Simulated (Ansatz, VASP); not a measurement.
SiGeS3 in VASP and in Ansatz

The input INCAR:

```
PREC = Accurate
ENCUT = 520
EDIFF = 1E-7
ISMEAR = 0
SIGMA = 0.1
LREAL = False
LASPH = True
NELM = 100
ALGO = Normal
ISIF = 2
LWAVE = False
LCHARG = False
GGA = PE
NBANDS = 26
```

File KPOINTS:

```
Automatic mesh
0
Gamma
  6 6 6
```

POSCAR

```
SiGeS3
1.0
    3.2001953700      1.8476336600      3.0642024100
   -3.2001953700      1.8476336600      3.0642024100
    0.0000000000     -3.6952673200      3.0642024100
Si Ge S
1 1 3
Direct
    0.0000000000      0.0000000000      0.0000000000
    0.5000000000      0.5000000000      0.5000000000
    0.0000000000      0.0000000000      0.5000000000
    0.5000000000      0.0000000000      0.0000000000
    0.0000000000      0.5000000000      0.0000000000
```

Input for Ansatz:

```yaml
crystal:
  lattice:
    - [3.20019537, 1.84763366, 3.06420241]
    - [-3.20019537, 1.84763366, 3.06420241]
    - [0.0, -3.69526732, 3.06420241]
  atoms:
    - { symbol: Si, position: [0.0, 0.0, 0.0] }
    - { symbol: Ge, position: [0.5, 0.5, 0.5] }
    - { symbol: S, position: [0.0, 0.0, 0.5] }
    - { symbol: S, position: [0.5, 0.0, 0.0] }
    - { symbol: S, position: [0.0, 0.5, 0.0] }
basis:
  ecutwfc: 420
kpoints:
  mp_grid: { grid: [6, 6, 6] }
hamiltonian:
  xc: pbe
scf:
  occupations: { method: gaussian, width: 0.1 }
  lower_state_search: "off"
output:
  forces: true
  stress: true
  eigenvalues: true
```

Alike in both runs: task single point; functional PBE; k mesh 6 × 6 × 6; occupations gaussian, width 0.1 eV; no spin polarisation.

```csv
,VASP,Ansatz
version,VASP 6.6.1,Ansatz 0.2.0
potentials or method,"VASP PAW PBE potentials, release 64 (Si, Ge_d, S)","scalar-relativistic, plane waves, PAW"
plane-wave cutoff (eV),520,420
valence electrons in the cell,36,36
```

VASP gave:

```
gap on the k mesh at the Fermi level (eV)       : none
pressure (GPa)                                  : -6.8
largest component of the traceless stress (GPa) : 5.05
```

Q: What did Ansatz give for the same quantities?

A: gap on the k mesh at the Fermi level (eV): none; pressure (GPa): -6.7; largest component of the traceless stress (GPa): 5.02.

A gap of «none» marks a metal or a gap that the smearing closes.
